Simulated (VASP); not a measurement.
Input of a VASP 6.6.1 run:

The input INCAR:

```
SYSTEM = Y3F
PREC = Accurate ; ENCUT = 600
EDIFF = 1E-7 ; ISMEAR = -1
SIGMA = 0.05 ; LREAL = .FALSE.
LASPH = .TRUE. ; NELM = 60
ALGO = Fast ; ISIF = 3
LWAVE = .FALSE. ; LCHARG = .FALSE.
GGA = B5 ; ALDAX = 1.0
AGGAX = 1.0 ; AGGAC = 1.0
ALDAC = 0.0 ; IBRION = 2
NSW = 60 ; EDIFFG = -0.01
```

Contents of KPOINTS:

```
regular mesh
0
G
  4 4 6
  0 0 0
```

Contents of POSCAR:

```
Y3F
1.0
    6.2666500000      0.0000000000      0.0000000000
   -3.1333300000      5.4270800000      0.0000000000
    0.0000000000      0.0000000000      3.3619900000
Y F
3 1
Direct
    0.5000000000      0.0000000000      0.0000000000
    0.0000000000      0.5000000000      0.0000000000
    0.5000000000      0.5000000000      0.0000000000
    0.0000000000      0.0000000000      0.0000000000
```

Potentials or basis: VASP PAW PBE potentials, release 64 (Y_sv, F).

The run is started by

```bash
$ cat potpaw_PBE.64/Y_sv/POTCAR potpaw_PBE.64/F/POTCAR > POTCAR
$ mpirun -np 1 vasp_std > vasp.out
```

Problem. Predict the space group after relaxing (to 0.05 Å).

Solution. P6/mmm (No. 191).

Problem. Predict the relaxed volume.

Solution. 29.78 Å³/atom.

Problem. Estimate the relaxed cell.

Solution. a = 6.358 Å, b = 6.358 Å, c = 3.402 Å, α = 90.00°, β = 90.00°, γ = 120.00°.

Final structure:
```
Y F
1.0
     6.35843    0.00000    0.00000
    -3.17922    5.50656    0.00000
     0.00000    0.00000    3.40163
Y F
3 1
Direct
  0.50000 0.00000 0.00000
  0.00000 0.50000 0.00000
  0.50000 0.50000 0.00000
  0.00000 0.00000 0.00000
```

Caveat: the PAW data sets were made with another functional, which shifts forces and pressure a little.
